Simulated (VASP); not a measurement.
An input for Ansatz (written as the equivalent of a VASP run, and not itself run):

Ansatz 0.2 input:
```yaml
crystal:
  lattice:
    - [1.5708000, -2.7207050, 0.0000000]
    - [1.5708000, 2.7207050, 0.0000000]
    - [0.0000000, 0.0000000, 5.1510000]
  symmetry: { detect: false }
  atoms:
    - { symbol: Si, position: [0.6666670, 0.3333330, 0.5000000] }
    - { symbol: Si, position: [0.3333330, 0.6666670, 0.0000000] }
    - { symbol: C, position: [0.6666670, 0.3333330, 0.8750000] }
    - { symbol: C, position: [0.3333330, 0.6666670, 0.3750000] }
kpoints:
  mp_grid: { grid: [7, 7, 4] }
hamiltonian:
  xc: pbe
  pseudopotentials: { kind: paw }
scf:
  occupations: { method: gaussian, width: 0.05 }
  max_iter: 100
output: { forces: true, stress: true, eigenvalues: true }
```

### Question
Write the VASP files for the same calculation (PBE).

### Answer
One answer among several that fit: 
**INCAR**
```
! general
SYSTEM = SiC
PREC   = Accurate
ENCUT  = 520
LREAL  = F   ! projection in real space or not
LASPH  = T
ISYM   = -1

! electronic loop
EDIFF  = 1E-6   ! SCF stop (eV)
NELM   = 100   ! most electronic steps
ALGO   = Normal   ! blocked Davidson

! smearing
ISMEAR = 0
SIGMA  = 0.05   ! width (eV)

! functional
GGA    = PE   ! PBE

! ions
ISIF   = 2   ! forces and stress, cell fixed

! output
LWAVE  = F
LCHARG = F
```

### KPOINTS
```
Automatic mesh
0
Gamma
7 7 4
0 0 0
```

File POSCAR:
```
SiC
10.3020
  0.1524752475  -0.2640948360   0.0000000000
  0.1524752475   0.2640948360   0.0000000000
  0.0000000000   0.0000000000   0.5000000000
Si C
2 2
Direct
  0.6666670000   0.3333330000   0.5000000000
  0.3333330000   0.6666670000   0.0000000000
  0.6666670000   0.3333330000   0.8750000000
  0.3333330000   0.6666670000   0.3750000000
```

POTCAR, in this order: Si C (PBE.64 set). Program: vasp_std.

The two are equivalent in intent, not identical: each code has its own PAW files, so the cut-off isn't converted (ENCUT is set for VASP's; basis.ecutwfc is left out, and Ansatz then takes the one that its files recommend); Ansatz stops its SCF on the density residual and VASP on the energy change (EDIFF).

The compound is SiC in the wurtzite structure, the rare 2H polytype. The cell was not relaxed at this level. The run is one of a series of settings (ISYM = -1 against the base run), some of them coarse on purpose.
